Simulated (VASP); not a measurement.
# YNb under changes of volume

One of the cells (24.022 Å³/atom); the others are scaled copies at fixed shape and fractional positions:

```xyz
2
Lattice="3.6353 0.0000 0.0000 0.0000 3.6353 0.0000 0.0000 0.0000 3.6353" Properties=species:S:1:pos:R:3 pbc="T T T"
Y     0.0000    0.0000    0.0000
Nb    1.8177    1.8177    1.8177
```

The cell was built by a generator and needn't be a form met in nature.

| Quantity | Value |
| --- | --- |
| Program | VASP 6.6.1 |
| Functional | PBE |
| Potentials or basis | VASP PAW PBE potentials, release 64 (Y_sv, Nb_sv) |
| Cutoff | 520 eV |
| k mesh | 7 × 7 × 7 |
| Occupations | fermi-dirac, width 0.05 eV |
| Spin | no spin polarisation |

| volume (Å³/atom) | energy over the lowest point (meV/atom) | pressure (GPa) |
| --- | --- | --- |
| 22.137 | 18.75 | 5.0 |
| 22.608 | ? | ? |
| 23.080 | 0.00 | 1.5 |
| 24.022 | 0.50 | -1.6 |
| 24.493 | 7.04 | -2.9 |
| 24.964 | 17.36 | -4.1 |

Task: What does the run at 22.608 Å³/atom give?

Result: Energy over the lowest point 6.75 meV/atom; pressure 3.2 GPa.

Worked out: A Birch-Murnaghan fit of order 3 (a polynomial in V^(-2/3)) to the other rows has its minimum at 23.52 Å³/atom with B0 = V·E''(V) = 76 GPa and B' = 3.0. It gives 6.78 meV/atom at 22.608 Å³/atom, against the run's 6.75, and -dE/dV = 3.2 GPa, against 3.2.

Energies are extrapolated to zero smearing.
